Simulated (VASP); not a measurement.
OSZICAR of a VASP run on Ag (fcc):

**OSZICAR**
```
       N       E                     dE             d eps       ncg     rms          rms(c)
DAV:   1     0.443063912628E+02    0.44306E+02   -0.57910E+03  1912   0.111E+03
DAV:   2    -0.328154325772E+01   -0.47588E+02   -0.45287E+02  1935   0.208E+02
DAV:   3    -0.366796368381E+01   -0.38642E+00   -0.38632E+00  2259   0.229E+01
DAV:   4    -0.366879032692E+01   -0.82664E-03   -0.82663E-03  2102   0.985E-01
DAV:   5    -0.366879570464E+01   -0.53777E-05   -0.53768E-05  2133   0.708E-02    0.596E+00
DAV:   6    -0.332477886019E+01    0.34402E+00   -0.16403E+00  1900   0.139E+01    0.352E+00
DAV:   7    -0.331332200774E+01    0.11457E-01   -0.15149E-02  1991   0.132E+00    0.197E+00
DAV:   8    -0.330903821202E+01    0.42838E-02   -0.76132E-04  1914   0.252E-01    0.913E-02
DAV:   9    -0.330904568655E+01   -0.74745E-05   -0.95793E-06  2159   0.297E-02    0.117E-02
DAV:  10    -0.330904915675E+01   -0.34702E-05   -0.20953E-06  2018   0.160E-02    0.603E-03
DAV:  11    -0.330904891354E+01    0.24321E-06   -0.72894E-08   977   0.298E-03
   1 F= -.33090489E+01 E0= -.33091290E+01  d E =-.330905E+01
```

Task: Which electronic solver shows in the log?

Result: It is blocked Davidson (ALGO = Normal, or the opening steps of other solvers). The INCAR had ALGO = Normal.

Task: Can the final energy be trusted as converged?

Result: The run converged. It stopped with EDIFF = 1E-6, NELM = 100, NSW = 60 and EDIFFG = -0.01 after 1 ionic step (PBEsol GGA, plane waves, VASP's PBE PAW potentials (set 64)).

The compound is Ag in the fcc structure. It was relaxed first. The start is the result of an earlier pass.
